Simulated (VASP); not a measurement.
All values below come from PBE GGA, VASP's PBE PAW potentials (set 64) (plane waves; VASP).

The input files of a VASP run:

File POSCAR:
```
PbSe
6.2155730
  0.0000000000   0.5000000235   0.5000000235
  0.5000000235   0.0000000000   0.5000000235
  0.5000000235   0.5000000235   0.0000000000
Pb Se
1 1
Cart
  0.0000000000   0.0000000000   0.0000000000
  0.5000000235   0.5000000235   0.5000000235
```

### KPOINTS
```
k-points along high-symmetry lines
15
Line-mode
Reciprocal
  0.000000   0.000000   0.000000 ! GAMMA
  0.500000   0.000000   0.500000 ! X

  0.500000   0.000000   0.500000 ! X
  0.625000   0.250000   0.625000 ! U

  0.375000   0.375000   0.750000 ! K
  0.000000   0.000000   0.000000 ! GAMMA

  0.000000   0.000000   0.000000 ! GAMMA
  0.500000   0.500000   0.500000 ! L

  0.500000   0.500000   0.500000 ! L
  0.500000   0.250000   0.750000 ! W

  0.500000   0.250000   0.750000 ! W
  0.500000   0.000000   0.500000 ! X
```

**INCAR**
```
SYSTEM=PbSe
PREC=Accurate; ENCUT=520; LREAL=.False.
LASPH=.True.; ICHARG=11
EDIFF=1E-7; NELM=100; ALGO=Normal
LMAXMIX=4
ISMEAR=0; SIGMA=0.05
GGA=PE
LWAVE=.False.; LCHARG=.False.; LORBIT=11
```

POTCAR, in this order: Pb_d Se (PBE.64 set). Program: vasp_std. Read from the step before: CHGCAR.

Task: What will the output report for the number of irreducible k-points (NKPTS), largest plane-wave count, number of space-group operations, FFT grid (NGX, NGY, NGZ)?

Result: 
```yaml
number of irreducible k-points (NKPTS): 90
largest_plane_wave_count: 1639
number_of_space_group_operations: 48
FFT grid (NGX, NGY, NGZ): 36 × 36 × 36
```

The compound is PbSe in the rock salt structure. It was relaxed first.
